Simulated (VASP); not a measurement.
Calculation: rev-vdW-DF2, VASP's PBE PAW potentials (set 64) (plane waves; VASP 6.6.1).

Input for VASP

POSCAR:
```
PtAl2
4.188560
  0.0000000000   0.7071067584   0.7071067584
  0.7071067584   0.0000000000   0.7071067584
  0.7071067584   0.7071067584   0.0000000000
Al Pt
2 1
Cartesian
  0.3535533792   0.3535533792   0.3535533792
  1.0606601376   1.0606601376   1.0606601376
  0.0000000000   0.0000000000   0.0000000000
```

File KPOINTS:
```
K-points
0
Gamma
9 9 9
```

### INCAR
```
! general
SYSTEM   = PtAl2
PREC     = Accurate
ENCUT    = 520
LREAL    = .False.
LASPH    = .True.

! electronic loop
EDIFF    = 1E-7
NELM     = 100
ALGO     = Normal
LMAXMIX  = 6

! smearing
ISMEAR   = 1
SIGMA    = 0.1

! functional
GGA      = MK
LUSE_VDW = .True.
AGGAC    = 0.0
PARAM1   = 0.1234568
PARAM2   = 0.7114
ZAB_VDW  = -1.8867

! ions
ISIF     = 2

! output
LWAVE    = .False.
LCHARG   = .False.
```

POTCAR, in this order: Al Pt (PBE.64 set). Program: vasp_std.

What VASP printed:

OUTCAR:
```
 ion  position               nearest neighbor table
   1  0.250  0.250  0.250-   3 2.56   3 2.56   3 2.56   3 2.56   2 2.96   2 2.96   2 2.96   2 2.96
                             2 2.96   2 2.96
   2  0.750  0.750  0.750-   3 2.56   3 2.56   3 2.56   3 2.56   1 2.96   1 2.96   1 2.96   1 2.96
                             1 2.96   1 2.96
   3  0.000  0.000  0.000-   2 2.56   2 2.56   2 2.56   1 2.56   2 2.56   1 2.56   1 2.56   1 2.56
  LATTYP: Found a face centered cubic cell.
 ALAT       =     5.9235181678
 Subroutine PRICEL returns:
 Original cell was already a primitive cell.
 Subroutine GETGRP returns: Found 48 space group operations
The static configuration has the point symmetry O_h .
The dynamic configuration has the point symmetry O_h .
 Subroutine INISYM returns: Found 48 space group operations
 Subroutine IBZKPT returns following result:
 Found     35 irreducible k-points:

 Following reciprocal coordinates:
            Coordinates               Weight
  0.000000  0.000000  0.000000      1.000000
  0.111111  0.000000  0.000000      8.000000
  0.222222  0.000000  0.000000      8.000000
  0.333333  0.000000  0.000000      8.000000
  0.444444  0.000000  0.000000      8.000000
  0.111111  0.111111  0.000000      6.000000
  0.222222  0.111111  0.000000     24.000000
  0.333333  0.111111  0.000000     24.000000
  0.444444  0.111111  0.000000     24.000000
 -0.444444  0.111111  0.000000     24.000000
 -0.333333  0.111111  0.000000     24.000000
 -0.222222  0.111111  0.000000     24.000000
 -0.111111  0.111111  0.000000     12.000000
  0.222222  0.222222  0.000000      6.000000
  0.333333  0.222222  0.000000     24.000000
  0.444444  0.222222  0.000000     24.000000
 -0.444444  0.222222  0.000000     24.000000
 -0.333333  0.222222  0.000000     24.000000
 -0.222222  0.222222  0.000000     12.000000
  0.333333  0.333333  0.000000      6.000000
  0.444444  0.333333  0.000000     24.000000
...
```

### OSZICAR
```
       N       E                     dE             d eps       ncg     rms          rms(c)
DAV:   1     0.543022668447E+02    0.54302E+02   -0.68311E+03   856   0.114E+03
DAV:   2    -0.105644034645E+02   -0.64867E+02   -0.58533E+02   964   0.188E+02
DAV:   3    -0.125068189794E+02   -0.19424E+01   -0.19080E+01  1064   0.315E+01
DAV:   4    -0.125252434747E+02   -0.18424E-01   -0.18419E-01  1012   0.360E+00
DAV:   5    -0.125255290408E+02   -0.28557E-03   -0.28555E-03  1060   0.481E-01    0.843E+00
DAV:   6    -0.120922808563E+02    0.43325E+00   -0.23527E+00   980   0.151E+01    0.210E+00
DAV:   7    -0.120167643586E+02    0.75516E-01   -0.18715E-01   928   0.438E+00    0.164E+00
DAV:   8    -0.119887253864E+02    0.28039E-01   -0.34548E-02   996   0.190E+00    0.236E-01
DAV:   9    -0.119888021414E+02   -0.76755E-04   -0.18032E-03   996   0.409E-01    0.161E-01
DAV:  10    -0.119889202870E+02   -0.11815E-03   -0.30303E-04   972   0.158E-01    0.173E-02
DAV:  11    -0.119889164339E+02    0.38531E-05   -0.18788E-05  1020   0.463E-02    0.837E-03
DAV:  12    -0.119889169632E+02   -0.52932E-06   -0.22177E-06   928   0.122E-02    0.226E-03
DAV:  13    -0.119889168501E+02    0.11309E-06   -0.68327E-07  1032   0.822E-03    0.818E-04
DAV:  14    -0.119889168646E+02   -0.14443E-07   -0.19118E-08   576   0.160E-03
   1 F= -.11988917E+02 E0= -.11989426E+02  d E =0.152622E-02
```

OUTCAR:
```
------------------------ aborting loop because EDIFF is reached ----------------------------------------
  FORCE on cell =-STRESS in cart. coord.  units (eV):
  Direction    XX          YY          ZZ          XY          YZ          ZX
  --------------------------------------------------------------------------------------
  Total       -0.0267316     -0.0267316     -0.0267316      0.0000000     -0.0000000      0.0000000
  in kB       -0.8242462     -0.8242462     -0.8242462      0.0000000     -0.0000000      0.0000000
  external PRESSURE =      -0.8242462 kB  Pullay stress =       0.0000000 kB
  volume of cell :       51.96
      direct lattice vectors                 reciprocal lattice vectors
     0.000000000  2.961759084  2.961759084    -0.168818593  0.168818593  0.168818593
     2.961759084  0.000000000  2.961759084     0.168818593 -0.168818593  0.168818593
     2.961759084  2.961759084  0.000000000     0.168818593  0.168818593 -0.168818593
 POSITION                                       TOTAL-FORCE (eV/Angst)
 -----------------------------------------------------------------------------------
      1.48088      1.48088      1.48088         0.000000      0.000000      0.000000
      4.44264      4.44264      4.44264        -0.000000     -0.000000     -0.000000
      0.00000      0.00000      0.00000        -0.000000      0.000000     -0.000000
 -----------------------------------------------------------------------------------
    total drift:                                0.000000     -0.000000      0.000000
  FREE ENERGIE OF THE ION-ELECTRON SYSTEM (eV)
  ---------------------------------------------------
  free  energy   TOTEN  =       -11.9889168646 eV

  energy  without entropy=      -11.9904430813  energy(sigma->0) =      -11.98942560
```
(Selected blocks of OUTCAR.)

The compound is PtAl2 in the fluorite structure. It was relaxed first.
